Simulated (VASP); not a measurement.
Consider the following.

```yaml
crystal:
  lattice:
    - [3.96654, 0.00000, 0.00000]
    - [0.00000, 3.96654, 0.00000]
    - [0.00000, 0.00000, 3.96654]
  atoms:
    - { symbol: Sr, position: [0.00000, 0.00000, 0.00000] }
    - { symbol: Ti, position: [0.50000, 0.50000, 0.50000] }
    - { symbol: O, position: [0.50000, 0.00000, 0.50000] }
    - { symbol: O, position: [0.00000, 0.50000, 0.50000] }
    - { symbol: O, position: [0.50000, 0.50000, 0.00000] }
```

Calculation: TPSS meta-GGA, VASP's PBE PAW potentials (set 64) (plane waves; VASP). Run with 520 eV cut-off, 6×6×6 Γ-centred mesh, Gaussian smearing of 0.050 eV, potentials Sr_sv Ti_sv O.

Task: Give the stress tensor in GPa (positive for a compressed cell).

Result: 
```
-4.90   0.00   0.00
 0.00  -4.90   0.00
 0.00   0.00  -4.90
```
The pressure is its mean diagonal, -4.90 GPa.

The compound is SrTiO3 in the cubic perovskite structure, the ideal cubic form; the compound distorts at low or room temperature. This cell is one point of a volume scan, at 1.03 of the reference volume.
